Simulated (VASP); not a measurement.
```yaml
crystal:
  lattice:
    - [-1.65000, 1.65000, 1.65000]
    - [1.65000, -1.65000, 1.65000]
    - [1.65000, 1.65000, -1.65000]
  atoms:
    - { symbol: Ta, position: [0.00000, 0.00000, 0.00000] }
```

The numbers are results of PBE GGA, VASP's PBE PAW potentials (set 64) (plane waves; VASP), not measurements. Numerical set-up: 400 eV cut-off, 12×12×12 Γ-centred mesh, first-order Methfessel-Paxton smearing of 0.10 eV, potentials Ta_pv.

Unless said otherwise, spin-orbit coupling is left out, though it shifts the bands of the heavy elements here.

### Question
Predict the energy per atom (σ→0), pressure, band gap (on the k-mesh) with the smallest direct gap where there is one.

### Answer

| Quantity | Result |
|---|---|
| band gap (on the k-mesh) | none (metal, semimetal or under 0.01 eV) |
| energy per atom (σ→0) | -11.800 eV/atom |
| pressure | 24.5 kbar |

The absolute energy has meaning only against runs of the same code, potentials and settings.

The compound is Ta in the bcc structure. The cell was not relaxed at this level.
